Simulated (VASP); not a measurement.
Method: r2SCAN meta-GGA, VASP's PBE PAW potentials (set 64) (plane waves; VASP).

VASP input:

### INCAR
```
SYSTEM  =  KHgF3
PREC  =  Accurate; ENCUT  =  520; LREAL  =  F
LASPH  =  T
EDIFF  =  1E-7; NELM  =  100; ALGO  =  Normal
LMAXMIX  =  6; LMIXTAU  =  T
ISMEAR  =  -5
METAGGA  =  R2SCAN
ISIF  =  2
LWAVE  =  F; LCHARG  =  F; LORBIT  =  11
NEDOS  =  601
LEFG  =  T
```

KPOINTS_OPT:
```
k-points along high-symmetry lines
5
Line-mode
Reciprocal
  0.000000   0.000000   0.000000 ! GAMMA
 -0.500000   0.500000   0.000000 ! Y

 -0.500000   0.500000   0.000000 ! Y
 -0.499046   0.500954   0.000000 ! C_0

  0.499046   0.499046   0.000000 ! SIGMA_0
  0.000000   0.000000   0.000000 ! GAMMA

  0.000000   0.000000   0.000000 ! GAMMA
  0.000000   0.000000   0.500000 ! Z

  0.000000   0.000000   0.500000 ! Z
  0.499046   0.499046   0.500000 ! A_0

 -0.499046   0.500954   0.500000 ! E_0
 -0.500000   0.500000   0.500000 ! T

 -0.500000   0.500000   0.500000 ! T
 -0.500000   0.500000   0.000000 ! Y

  0.000000   0.000000   0.000000 ! GAMMA
  0.000000   0.500000   0.000000 ! S

  0.000000   0.500000   0.000000 ! S
  0.000000   0.500000   0.500000 ! R

  0.000000   0.500000   0.500000 ! R
  0.000000   0.000000   0.500000 ! Z

  0.000000   0.000000   0.500000 ! Z
 -0.500000   0.500000   0.500000 ! T
```

POSCAR:
```
KHgF3
4.5325990
  0.7064302401  -0.7077826651   0.0000000000
  0.7064302401   0.7077826651   0.0000000000
  0.0000000000   0.0000000000   0.9981888978
K Hg F
1 1 3
Cartesian
  0.0000000000   0.0000000000   0.4990944489
  0.7064302401   0.0000000000   0.0000000000
  0.3532151201   0.3538913325   0.0000000000
  0.3532151201  -0.3538913325   0.0000000000
  0.7064302401   0.0000000000   0.4990944489
```

File KPOINTS:
```
Automatic mesh
0
Gamma
6 6 6
```

POTCAR, in this order: K_sv Hg F (PBE.64 set). Program: vasp_std.

What will the output report for the number of irreducible k-points (NKPTS), number of bands (NBANDS), largest plane-wave count, number of space-group operations, FFT grid (NGX, NGY, NGZ)?

The number of irreducible k-points (NKPTS) comes out as 52, the number of bands (NBANDS) is 25 and the largest plane-wave count is 2517. The number of space-group operations is 8. The FFT grid (NGX, NGY, NGZ) is 36 × 36 × 36.

The structure comes from a computed database's KHgF3 entry (Cmmm); how it stands against other phases isn't given here. The cell was not relaxed at this level.
